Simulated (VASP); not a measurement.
## ZrAl (relaxed from the zinc blende structure, space group F-43m): computed properties

Calculation: PBE GGA, VASP's PBE PAW potentials (set 64) (plane waves; VASP).

space group: F-43m (216)
cell: a = b = c = 6.2686 Å, α = β = γ = 90.00°
volume per atom: 30.79 Å^3/atom
band gap (over mesh and band path): none (metal, semimetal or under 0.01 eV)
density: 3.19 g/cm³

```xyz
2
Lattice="0.0000 3.1343 3.1343 3.1343 0.0000 3.1343 3.1343 3.1343 0.0000" Properties=species:S:1:pos:R:3 pbc="T T T"
Zr     0.0000     0.0000     0.0000
Al     1.5672     1.5672     1.5672
```

The structure was generated: ZrAl was put into the zinc blende type (F-43m), which need not be its known phase. It was relaxed first, which changed the volume by -23 %. Symmetry was kept, so distortions that lower it aren't found. The electron count is odd and the run is not spin-polarised, which forces a metal.
